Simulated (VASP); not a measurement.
Output of a VASP run:

**OSZICAR**
```
       N       E                     dE             d eps       ncg     rms          rms(c)
DAV:   1     0.628071933017E+02    0.62807E+02   -0.57209E+03    96   0.996E+02
DAV:   2    -0.122939509547E+02   -0.75101E+02   -0.72939E+02   100   0.258E+02
DAV:   3    -0.155678645356E+02   -0.32739E+01   -0.31609E+01   140   0.566E+01
DAV:   4    -0.156490127655E+02   -0.81148E-01   -0.80889E-01   112   0.783E+00
DAV:   5    -0.156508731369E+02   -0.18604E-02   -0.18601E-02   152   0.960E-01    0.111E+01
DAV:   6    -0.139468099132E+02    0.17041E+01   -0.11168E+01   116   0.374E+01    0.351E+00
DAV:   7    -0.139057601012E+02    0.41050E-01   -0.63574E-01   112   0.874E+00    0.236E+00
DAV:   8    -0.138976598618E+02    0.81002E-02   -0.76235E-02   112   0.231E+00    0.841E-01
DAV:   9    -0.138963024356E+02    0.13574E-02   -0.46652E-03   104   0.595E-01    0.333E-01
DAV:  10    -0.138963086200E+02   -0.61844E-05   -0.36087E-04   120   0.241E-01    0.838E-02
DAV:  11    -0.138962880325E+02    0.20587E-04   -0.56591E-05   112   0.649E-02    0.996E-03
DAV:  12    -0.138962874652E+02    0.56732E-06   -0.40239E-06   104   0.293E-02
   1 F= -.13896287E+02 E0= -.13879020E+02  d E =-.345343E-01
```

**OUTCAR**
```
------------------------ aborting loop because EDIFF is reached ----------------------------------------
  FORCE on cell =-STRESS in cart. coord.  units (eV):
  Direction    XX          YY          ZZ          XY          YZ          ZX
  --------------------------------------------------------------------------------------
  Total        1.0087268      1.0087268      1.0087268      0.0000000      0.0000000     -0.0000000
  in kB       54.9724693     54.9724693     54.9724693      0.0000000      0.0000000     -0.0000000
  external PRESSURE =      54.9724693 kB  Pullay stress =       0.0000000 kB
  volume of cell :       29.40
      direct lattice vectors                 reciprocal lattice vectors
     3.086358000  0.000000000  0.000000000     0.324006483  0.000000000  0.000000000
     0.000000000  3.086358000  0.000000000     0.000000000  0.324006483  0.000000000
     0.000000000  0.000000000  3.086358000     0.000000000  0.000000000  0.324006483
 POSITION                                       TOTAL-FORCE (eV/Angst)
 -----------------------------------------------------------------------------------
      0.00000      0.00000      0.00000         0.000000      0.000000      0.000000
      1.54318      1.54318      1.54318         0.000000      0.000000      0.000000
 -----------------------------------------------------------------------------------
    total drift:                                0.000000     -0.000000     -0.000000
  FREE ENERGIE OF THE ION-ELECTRON SYSTEM (eV)
  ---------------------------------------------------
  free  energy   TOTEN  =       -13.8962874652 eV

  energy  without entropy=      -13.8617531874  energy(sigma->0) =      -13.87902033
```
(Selected blocks of OUTCAR.)

**POSCAR**
```
TiSi
1
    3.0863580000     0.0000000000     0.0000000000
    0.0000000000     3.0863580000     0.0000000000
    0.0000000000     0.0000000000     3.0863580000
Ti Si
1 1
Direct
  0.0000000000   0.0000000000   0.0000000000
  0.5000000000   0.5000000000   0.5000000000
```

Q: Reconstruct the remaining input files.

A: One answer among several that fit: the input of the run itself, PBE GGA, plane waves, VASP's PBE PAW potentials (set 64).

**INCAR**
```
ALGO = Normal
EDIFF = 1E-6
ENCUT = 300
GGA = PE
ISIF = 2
ISMEAR = 0
LASPH = T
LCHARG = F
LMAXMIX = 4
LREAL = F
LWAVE = F
NELM = 100
PREC = Accurate
SIGMA = 0.136
SYSTEM = TiSi
```

### KPOINTS
```
Automatic mesh
0
Gamma
3 3 3
0 0 0
```

POTCAR, in this order: Ti_sv Si (PBE.64 set). Program: vasp_std.

At this cut-off the stress carries a Pulay error, which pulls relaxed volumes low.

The structure was generated: TiSi was put into an ordered model structure, which need not be its known phase. The cell was not relaxed at this level. The k-mesh is coarse (spacing up to 0.68 per Å, 2π included), so the numbers may not be converged in it. The run is one of a series of settings (KPOINTS 3×3×3 Γ-centred mesh against the base run), some of them coarse on purpose.
